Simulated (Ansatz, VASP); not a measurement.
# Cross-check of Li2Ta (Li2Ta in the C11b ordering) between VASP and Ansatz

Aim: how closely do two programs agree when they are given the same cell, functional and k mesh? The cell is generated by rule, not measured, and may not be a known phase. Of the first pair: The two relaxations start from unlike cells of this crystal (the structure described is Ansatz's start), so only their ends are compared.

Main program and level: Ansatz 0.2.0; plane waves, with VASP 6.6.1 beside it; relaxation of cell and atoms at PBE and zone-centre phonons at PBE.

### 1. The structure

Symmetry: I4/mmm, No. 139, tetragonal system. Conventional cell: a = 3.432 Å, b = 3.432 Å, c = 10.296 Å, α = 90.00°, β = 90.00°, γ = 90.00°. Nearest to Ta lie 8 Li at 2.97 Å. Nearest to Li lie 4 Li at 2.97 Å and 4 Ta at 2.97 Å. Farther neighbours are not listed.

### 2. VASP: relaxation of cell and atoms, PBE, pair 1

The relaxed volume is the usual yardstick between codes: in a stiff, nearly cubic crystal its relative difference is about their pressure difference at one cell divided by the bulk modulus.

Lines of VASP's logs that name or quote its potential files are left out, and so is its time.

File INCAR:

```
SYSTEM = Li2Ta
PREC = Accurate
ENCUT = 750
EDIFF = 1E-07
NELM = 120
ISMEAR = 0
SIGMA = 0.1
LREAL = .FALSE.
ALGO = Normal
GGA = PE
NBANDS = 14
LASPH = .TRUE.
LORBIT = 11
LWAVE = .FALSE.
LCHARG = .FALSE.
ISIF = 3
IBRION = 2
NSW = 80
EDIFFG = -0.005
GGA_COMPAT = .FALSE.
NELMIN = 4
KPAR = 2
```

File POSCAR:

```
Li2Ta
1.0
    2.7131655893      0.0000000000      0.0000015811
    0.0000000000      2.7131655893      0.0000015811
    1.3565786723      1.3565786723      7.0740675299
Ta Li
1 2
Direct
    0.0000000000      0.0000000000      0.0000000000
    0.6642437540      0.6642437540      0.6715124919
    0.3357562460      0.3357562460      0.3284875081
```

File KPOINTS:

```
Automatic mesh
0
Gamma
6 6 6
0 0 0
```

Potentials, in the order of the species: Ta_pv and Li_sv (PBE family, release 64).

Command:

```
mpirun -np 2 vasp_std
```

Numbers of over 12 decimals in the logs are rounded to 6 here.

Output:

```text
[banner, memory and clock lines left out]
running    2 mpi-ranks, on    1 nodes
 distrk:  each k-point on    1 cores,    2 groups
 distr:  one band on    1 cores,    1 groups

 POSCAR found type information on POSCAR TaLi
 POSCAR found :  2 types and       3 ions
 LDA part: xc-table for (Slater+PW92), standard interpolation
 POSCAR, INCAR and KPOINTS ok, starting setup
 FFT: planning ... GRIDC
 FFT: planning ... GRID_SOFT
 FFT: planning ... GRID
 WAVECAR not read
 entering main loop
       N       E                     dE             d eps       ncg     rms          rms(c)
DAV:   1     0.124288093851E+03    0.12429E+03   -0.10041E+04   840   0.154E+03
DAV:   2    -0.585140207394E+01   -0.13014E+03   -0.12623E+03  1002   0.362E+02
DAV:   3    -0.148285857683E+02   -0.89772E+01   -0.88485E+01  1578   0.608E+01
DAV:   4    -0.150897443468E+02   -0.26116E+00   -0.26083E+00   980   0.131E+01
DAV:   5    -0.151054290522E+02   -0.15685E-01   -0.15684E-01  1356   0.208E+00    0.108E+01
DAV:   6    -0.147051960935E+02    0.40023E+00   -0.18596E+00   954   0.819E+00    0.520E+00
DAV:   7    -0.145377007539E+02    0.16750E+00   -0.96656E-01   942   0.342E+00    0.316E+00
DAV:   8    -0.144566120528E+02    0.81089E-01   -0.19099E-01   930   0.322E+00    0.380E-01
DAV:   9    -0.144559062009E+02    0.70585E-03   -0.62802E-03  1062   0.520E-01    0.271E-01
DAV:  10    -0.144554542495E+02    0.45195E-03   -0.22812E-03  1010   0.376E-01    0.453E-02
DAV:  11    -0.144553919287E+02    0.62321E-04   -0.14834E-04  1026   0.945E-02    0.211E-02
DAV:  12    -0.144553903849E+02    0.15438E-05   -0.11142E-05  1126   0.226E-02    0.565E-03
DAV:  13    -0.144553904041E+02   -0.19249E-07   -0.64639E-07  1214   0.578E-03
   1 F= -.14455390E+02 E0= -.14444608E+02  d E =-.144554E+02
[... from here on, the cycles between the ionic steps are left out ...]
   2 F= -.14456478E+02 E0= -.14446176E+02  d E =-.108802E-02
   3 F= -.14459502E+02 E0= -.14450519E+02  d E =-.411196E-02
   5 F= -.14449777E+02 E0= -.14441998E+02  d E =0.561343E-02
   6 F= -.14463997E+02 E0= -.14456253E+02  d E =-.860610E-02
   7 F= -.14464936E+02 E0= -.14457332E+02  d E =-.939110E-03
   8 F= -.14464995E+02 E0= -.14457432E+02  d E =-.998051E-03
   9 F= -.14465273E+02 E0= -.14457740E+02  d E =-.278709E-03
  10 F= -.14465907E+02 E0= -.14458462E+02  d E =-.912329E-03
  11 F= -.14466288E+02 E0= -.14459016E+02  d E =-.129340E-02
  12 F= -.14466305E+02 E0= -.14459004E+02  d E =-.131074E-02
  13 F= -.14466294E+02 E0= -.14458924E+02  d E =0.113482E-04
 trial-energy change:    0.000011  1 .order    0.000012   -0.000079    0.000104
 step:   0.9484(harm=  0.9345)  dis= 0.00008  next Energy=   -14.466323 (dE=-0.175E-04)
 bond charge predicted
       N       E                     dE             d eps       ncg     rms          rms(c)
DAV:   1    -0.144665910869E+02   -0.29719E-03   -0.58932E-03   882   0.816E-01    0.113E-01
DAV:   2    -0.144663857411E+02    0.20535E-03   -0.91375E-04  1088   0.231E-01    0.479E-02
DAV:   3    -0.144663331924E+02    0.52549E-04   -0.97826E-05   938   0.570E-02    0.283E-02
DAV:   4    -0.144663222675E+02    0.10925E-04   -0.28374E-05  1022   0.470E-02    0.109E-02
DAV:   5    -0.144663229354E+02   -0.66791E-06   -0.44972E-06  1236   0.143E-02    0.408E-03
DAV:   6    -0.144663230742E+02   -0.13876E-06   -0.29197E-07  1046   0.336E-03    0.616E-04
DAV:   7    -0.144663230437E+02    0.30497E-07   -0.66430E-08   442   0.190E-03
  14 F= -.14466323E+02 E0= -.14458992E+02  d E =-.177433E-04
 curvature:  -0.48 expect dE=-0.638E-06 dE for cont linesearch -0.750E-09
 trial: gam= 0.04419 g(F)=  0.169E-09 g(S)=  0.132E-05 ort =-0.243E-06 (trialstep = 0.191E+01)
 search vector abs. value=  0.137E-05
 reached required accuracy - stopping structural energy minimisation
```

Parts of OUTCAR (step 2):

```text
ion  position               nearest neighbor table
   1  0.000  0.000  0.000-   2 3.01   3 3.01   2 3.01   3 3.01   3 3.01   2 3.01   3 3.01   2 3.01

  LATTYP: Found a body centered tetragonal cell.
 ALAT       =     2.7131655893
 C/A-ratio  =     5.2146216042

 Subroutine GETGRP returns: Found 16 space group operations
 (whereof 16 operations were pure point group operations)

The static configuration has the point symmetry D_4h.

 Found     30 irreducible k-points:

   k-points           NKPTS =     30   k-points in BZ     NKDIM =     30   number of bands    NBANDS=     14

   dimension x,y,z NGX =    24 NGY =   24 NGZ =   70
   dimension x,y,z NGXF=    48 NGYF=   48 NGZF=  140

   ENCUT  =  750.0 eV  55.12 Ry    7.42 a.u.   6.06  6.06 16.37*2*pi/ulx,y,z

   NELECT =      17.0000    total number of electrons

 k-points in reciprocal lattice and weights: Automatic mesh
   0.00000000  0.00000000  0.00000000       0.005
   0.16666667 -0.00000000  0.00000000       0.037
   0.33333333 -0.00000000  0.00000000       0.037
   0.50000000  0.00000000  0.00000000       0.019
   0.16666667  0.16666667  0.00000000       0.037
   0.33333333  0.16666667  0.00000000       0.074
   0.50000000  0.16666667  0.00000000       0.074
  -0.33333333  0.16666667  0.00000000       0.074
  -0.16666667  0.16666667  0.00000000       0.019
[...]
-0.16666667 -0.16666667  0.33333333       0.019
   0.00000000  0.00000000  0.50000000       0.005

 average (electrostatic) potential at core
       1 -40.0009       2 -62.4887       3 -62.4887

 E-fermi :   2.3905

 k-point     1 :       0.0000    0.0000    0.0000
  band No.  band energies     occupation
    ...
      6      -3.9079      2.00000
      7      -0.4856      2.00000
      8      -0.1400      2.00000
      9       0.7544      2.00000
     10       1.7879      2.00000
     11       6.5428      0.00000
     12       6.5428      0.00000
     13       8.2622      0.00000
     14       8.9778      0.00000

 k-point     2 :       0.1667   -0.0000    0.0000
  band No.  band energies     occupation
    ...
      6      -3.0666      2.00000
      7      -0.0941      2.00000
      8       0.6319      2.00000
      9       0.8212      2.00000
     10       2.3109      1.73969
     11       4.9991      0.00000
     12       6.7265      0.00000
     13       7.6843      0.00000
     14       9.3643      0.00000

 k-point     3 :       0.3333   -0.0000    0.0000
  band No.  band energies     occupation
    ...
      5     -30.9429      2.00000
      6      -1.4057      2.00000
      7       0.2772      2.00000
      8       0.9261      2.00000
      9       2.4251      0.62514
     10       3.2783      0.00000
     11       4.5093      0.00000
     12       5.8213      0.00000
     13       7.1205      0.00000
     14       8.6619      0.00000

  Total       -0.0031025     -0.0031025      0.0079202      0.0000000     -0.0000000     -0.0000000
  in kB       -0.0926344     -0.0926344      0.2364857      0.0000000     -0.0000002     -0.0000002
  external PRESSURE =       0.0170723 kB  Pullay stress =       0.0000000 kB

  energy-cutoff  :      750.00
  volume of cell :       53.66
      direct lattice vectors                 reciprocal lattice vectors
     2.684172919 -0.000000000  0.000001564     0.372554278  0.000000039 -0.067134461
    -0.000000000  2.684172919  0.000001564     0.000000039  0.372554278 -0.067134461
     1.342082119  1.342082119  7.447717292    -0.000000078 -0.000000078  0.134269357

 POSITION                                       TOTAL-FORCE (eV/Angst)
 -----------------------------------------------------------------------------------
      0.00000      0.00000      0.00000        -0.000000     -0.000000      0.000000
      2.68417      2.68417      5.02960        -0.000000     -0.000000      0.000042
      1.34209      1.34209      2.41812         0.000000      0.000000     -0.000042
 -----------------------------------------------------------------------------------
    total drift:                                0.000000      0.000000      0.000000

  FREE ENERGIE OF THE ION-ELECTRON SYSTEM (eV)
  ---------------------------------------------------
  free  energy   TOTEN  =       -14.4663230437 eV

  energy  without entropy=      -14.4516609262  energy(sigma->0) =      -14.45899198

 reached required accuracy - stopping structural energy minimisation

 total charge
# of ion       s       p       d       tot
------------------------------------------
    1        0.395   6.079   2.457   8.930
    2        2.037   0.058   0.000   2.096
    3        2.037   0.058   0.000   2.096
--------------------------------------------------
tot          4.470   6.195   2.457  13.122

[... 3 further parts left out ...]
```

CONTCAR:

```
Li2Ta
   1.00000000000000
     2.6841729189357526   -0.0000000000000098    0.0000015642058906
    -0.0000000000000098    2.6841729189357526    0.0000015642058906
     1.3420821193759878    1.3420821193759878    7.4477172924419026
  Ta              Li
     1     2
Direct
     0.0000000000000000    0.0000000000000000    0.0000000000000000
     0.6623397491121862    0.6623397491121862    0.6753205016756254
     0.3376602508878135    0.3376602508878135    0.3246794983243744
```

The run keeps the 16 symmetry operations of its start, so it cannot find a distortion of lower symmetry.

### 3. Ansatz: relaxation of cell and atoms, PBE, pair 1

Ansatz runs on its default PAW (the set named soft_2) files.

Its own start cell and the same functional, mesh and smearing now go to Ansatz, which takes its cutoff from its data sets.

File input.yaml:

```yaml
crystal:
  lattice:
    - [3.43209, 0.0, 0.0]
    - [0.0, 3.43209, 0.0]
    - [1.71604, 1.71604, 5.14813]
  atoms:
    - { symbol: Ta, position: [0.0, 0.0, 0.0] }
    - { symbol: Li, position: [0.66666667, 0.66666667, 0.66666667] }
    - { symbol: Li, position: [0.33333333, 0.33333333, 0.33333333] }
kpoints:
  mp_grid: { grid: [6, 6, 6] }
hamiltonian:
  xc: pbe
scf:
  occupations: { method: gaussian, width: 0.1 }
output:
  forces: true
  stress: true
  eigenvalues: true
relax:
  adjacent_minimum: "off"
  f_tol: 0.05
  max_steps: 80
  cell: { stress_tol: 0.5 }
```

Command:

```
ansatz run input.yaml --threads 4 --pin off --max-ram 8192MiB --backend cpu --events-out ev --progress --plain --runs-dir out
```

Output:

```text
The last accepted step is kept in <dir> (removed where the run ends without a failure and the disk answers)
Engine: ansatz 0.2.0, aarch64-unknown-linux-gnu
Pseudopotentials: kind: paw
Pseudopotential: Ta, paw, valence charge 13, recommended cutoff 420 eV (normal), Ta.paw.azcp
Pseudopotential: Li, paw, valence charge 3, recommended cutoff 420 eV (normal), Li.paw.azcp
Functional definition: PBE
  parameter kappa = 0.804
  parameter beta = 0.066725
  exchange = pbe_x(kappa = kappa, mu = beta*pi^2/3)
  correlation = pbe_c(beta = beta)
Crystal: 3 atoms, lattice volume = 60.641 Å³
Basis set: ecut = 420 eV, 1185 PW (Γ), exchange–correlation on 48×48×80 points (8 copies of the dense FFT grid, shifted against one another)
Bands: 14, of which v1, the nominal top of the filled ones, is band 10 counted from 1 (9 counted from 0)
Symmetry: 16 space group operations
Space group: I4/mmm (ITA 139), of the structure as read, at distance tolerance 3.9e-5 Å
k-points: 30 of 216
Non-local potential: Ta, projectors of the file, l = 0: 3, l = 1: 2, l = 2: 2, l = 3: 1
Non-local potential: Li, projectors of the file, l = 0: 3, l = 1: 2, l = 2: 1
PAW form: soft (Blöchl's): semilocal exchange-correlation on the pseudo side does not see the compensation charge
PAW one-centre angular grid: Ta, 590 points (default); XC on 64 Gauss nodes
PAW one-centre angular grid: Li, 110 points (default); XC on 64 Gauss nodes
Initial density: superposition of atomic densities (neutral atoms: chi_scale 0, normalization atom), corrected by the library's trained network
Initial wavefunctions: pseudopotential atomic-orbital guess
Functional: x = pbe(κ = 0.804, μ = 0.219515), c = pbe(β = 0.066725)
SCF iter   1: F=—  HF=-10339.068739 eV  |F-HF|=—  |Δ(HF+E_count)|=         —  Δρ=5.87e-3  dr2=7.70e-2  ethr=1.77e-3  ⟨swp⟩=4.3  Hψ=1949  notcnv=0
preconditioner: auto → Kerker (q_TF=auto, 2.248 Å⁻¹)  [metal: Δε(μ)=0.023 eV  Ē_g=3.324 eV  σ=0.100 eV  W_gap=0.13  n_scr=10 (ndim 8)  ℏωp=12.6 eV  f_vac=0.000  D(μ)=2.78/eV (n_scr^D=32)]
SCF iter   2: F=—  HF=-10339.057322 eV  |F-HF|=—  |Δ(HF+E_count)|=   1.14e-2  Δρ=3.05e-3  dr2=2.19e-2  ethr=4.05e-4  ⟨swp⟩=1.0  Hψ=660  notcnv=0
SCF iter   3: F=—  HF=-10339.052311 eV  |F-HF|=—  |Δ(HF+E_count)|=   5.01e-3  Δρ=7.81e-4  dr2=1.33e-3  ethr=1.15e-4  ⟨swp⟩=1.3  Hψ=433  notcnv=0
SCF iter   4: F=—  HF=-10339.052027 eV  |F-HF|=—  |Δ(HF+E_count)|=   2.84e-4  Δρ=2.26e-4  dr2=4.94e-5  ethr=7.01e-6  ⟨swp⟩=1.9  Hψ=480  notcnv=0
SCF iter   5: F=—  HF=-10339.052002 eV  |F-HF|=—  |Δ(HF+E_count)|=   2.44e-5  Δρ=4.64e-5  dr2=2.06e-6  ethr=2.60e-7  ⟨swp⟩=2.1  Hψ=488  notcnv=0
SCF iter   6: F=-10339.052003 eV  HF=-10339.052003 eV  |F-HF|=1.72e-8  |Δ(HF+E_count)|=   7.75e-8  Δρ=9.17e-6  dr2=8.05e-8  ethr=5.26e-10  ⟨swp⟩=3.7  Hψ=1694  notcnv=0
SCF 1 converged in 6 iterations: F = -10339.052003 eV  dr2 = 8.05e-8
  greatest PAW one-centre occupation: 1.000 electrons in one spin orbital (limit 2), on the Li atom at site 2 (counted from 0), in its partial waves of l = 0
relax step   1: F+E_penalty+E_count = -10339.05200251 eV  Δ(F+E_penalty+E_count) = +0.000e0 eV  max|allowed force component| = 1.520e-1 eV/Å  Δτ_max = 0.0000 Å  P = -9.343 GPa  Ω = 60.641 Å³  (6 SCF iters, dr2 threshold 1.00e-7 eV, accepted)
[...]
relax step  15: F+E_penalty+E_count = -10340.45651125 eV  Δ(F+E_penalty+E_count) = -7.500e-3 eV  max|allowed force component| = 1.057e-2 eV/Å  Δτ_max = 0.0223 Å  P = +0.110 GPa  Ω = 54.059 Å³  energy of the carried Pulay correction = -3.698e-4 eV  (6 SCF iters, dr2 threshold 3.00e-7 eV, accepted)
[...]
relax step  16: F+E_penalty+E_count = -10340.45000871 eV  Δ(F+E_penalty+E_count) = +6.503e-3 eV  max|allowed force component| = 1.210e-1 eV/Å  Δτ_max = 0.0365 Å  P = -0.375 GPa  Ω = 53.139 Å³  energy of the carried Pulay correction = -2.635e-4 eV  (6 SCF iters, dr2 threshold 3.00e-7 eV, rejected (line search))
[...]
relax step  17: F+E_penalty+E_count = -10340.45789276 eV  Δ(F+E_penalty+E_count) = -1.382e-3 eV  max|allowed force component| = 2.283e-3 eV/Å  Δτ_max = 0.0007 Å  P = -0.103 GPa  Ω = 53.837 Å³  energy of the carried Pulay correction = -3.436e-4 eV  (7 SCF iters, accepted)
[...]
relax step  18: F+E_penalty+E_count = -10340.45880046 eV  Δ(F+E_penalty+E_count) = -9.077e-4 eV  max|allowed force component| = 2.162e-3 eV/Å  Δτ_max = 0.0000 Å  P = -0.091 GPa  Ω = 53.837 Å³  stress off target by 1.85e-1 GPa  SCF on the basis re-selected at this cell (its energy is not comparable with the rows above)  (6 SCF iters)
basis re-selected at this cell: Δ(F+E_penalty+E_count) = -9.077e-4 eV, ΔP = +0.012 GPa vs the last step (what re-selecting the basis moved, of the pressure what is left beyond the Pulay correction that the steps carried, after the strain that the cell walked since its last selection, with what the two solves' SCF thresholds leave and, on support functions, any second-order correction that the steps lacked; it is no measure of the basis error at this ecutwfc). The dense FFT grid was sized anew with the basis: this SCF ran on 18×18×54 points, the steps before it on 20×20×48, so part of this shift can come from that change (see relax.cell in the input reference). [rest of the remark cut]
SCF converged after 6 iterations
Free energy (F): -10340.458800 eV
Harris-Foulkes:  -10340.458800 eV  (|F-HF|=1.82e-11)
Internal energy: -10340.444021 eV  (E = F + TS)
E sigma→0 (E₀):  -10340.451411 eV
Entropy (-TS):   -0.014780 eV (-4.927 meV/atom)
Fermi energy:    7.080989 eV
--- Per-component energies (eV) ---
  E_band       = -400.498967
  E_kinetic    = 408.402311
  E_local      = -1775.947150  (includes V_loc(G=0)·N_el)
  E_nonlocal   = -50.439692
  E_hartree    = 692.435305
  E_xc         = -238.090042
  E_vxc        = -229.322116  (∫ρ·V_xc dr)
  E_paw        = -8438.668047  (= ΣΔE_a)
  E_vpaw       = -138.063371  (= ΣTr[D̂ρ^β])
  E_aug_tail   = 0.000183  (compensation charges beyond the density's cutoff)
  E_ewald      = -938.136888
  E_smearing   = -0.014780  (= −TS)
  E_closure    = 0.000000  (closes the sum)
  Σ components = -10340.458800   (vs F -10340.458800, Δ=0.00e0)
--- Forces (eV/Å), atoms counted from 1 ---
  atom   1  Ta     0.00000000    -0.00000000     0.00000000
  atom   2  Li     0.00000000     0.00000000    -0.00216182
  atom   3  Li    -0.00000000    -0.00000000     0.00216182
  max |Σ_I F_I| component: 0.00e0 eV/Å
--- Stress (GPa, compression-positive) ---
       -0.185208       0.000000      -0.000000
        0.000000      -0.185208      -0.000000
       -0.000000      -0.000000       0.098196
  P = ⅓ Tr σ = -0.0907 GPa (-0.907 kbar)
--- Band table (eV; the first three rows and the last of 30) ---
  k-point 0: bands = [... 6 lower, 0.7986, 4.2074, 4.5577, 5.4409, 6.4803, 11.2215, 11.2215, 12.9187]
  k-point 1: bands = [... 6 lower, 0.8041, 4.1776, 4.5577, 5.3698, 6.6301, 11.2221, 11.2221, 12.7096]
  k-point 2: bands = [... 6 lower, 0.8152, 4.1171, 4.5576, 5.2698, 6.8954, 11.2233, 11.2233, 12.3357]
  k-point 29: bands = [... 6 lower, 3.2367, 6.3824, 6.4002, 9.2297, 10.7671, 11.1703, 12.6620, 13.6032]
--- Relaxed structure (16 steps of the walk, 15 accepted, 2 SCFs on fresh bases) ---
  F+E_penalty+E_count = -10340.45880046 eV   max|allowed force component| = 2.162e-3 eV/Å   (the final SCF, on the basis selected at the relaxed cell)
  cell:  # Å, volume = 53.8373 Å³
    - [2.686914, -3.167134909584396e-13, 1.3048007942459067e-6]
    - [-3.1671349091441387e-13, 2.686914, 1.304800794301706e-6]
    - [1.343453, 1.343453, 7.457202]
  atoms:
    - { symbol: Ta, position: [-2.386820916434901e-19, -2.386830607192949e-19, 4.773626393084336e-19] }
    - { symbol: Li, position: [0.662236, 0.662236, 0.675529] }
    - { symbol: Li, position: [0.337764, 0.337764, 0.324471] }
```

### 4. Side by side

Known differences besides the potentials themselves: the data sets hold 19 valence electrons in Ansatz (on its default PAW (the set named soft_2) files) and 17 in VASP; the cutoff is 420 eV in Ansatz and 750 eV in VASP; Ansatz adds a Pulay correction to the stress that steers its cell, VASP none. Total energies have different zeros and are not compared.

Compared:

| quantity | Ansatz | VASP | difference |
| --- | --- | --- | --- |
| volume (Å³) | 53.84 | 53.66 | +0.33 % |
| edge a after relaxation, in the typed setting (Å) | 2.687 | 2.684 | +0.10 % |
| edge c after relaxation, in the typed setting (Å) | 7.695 | 7.686 | +0.12 % |

[end of part 1 of 2]

[Lines on the potential files, build, host, timing and source positions are cut from VASP's logs without a mark.]

[Logs are printed without paths, hosts, clocks, repeated set-up lines and the standing remarks that a program may print on its own settings, such as how far it seeks lower states.]

[Hosts, paths, dates, database ids (printed as entryN), source tags and the programs' standing remarks are cut or masked in the printed files.]
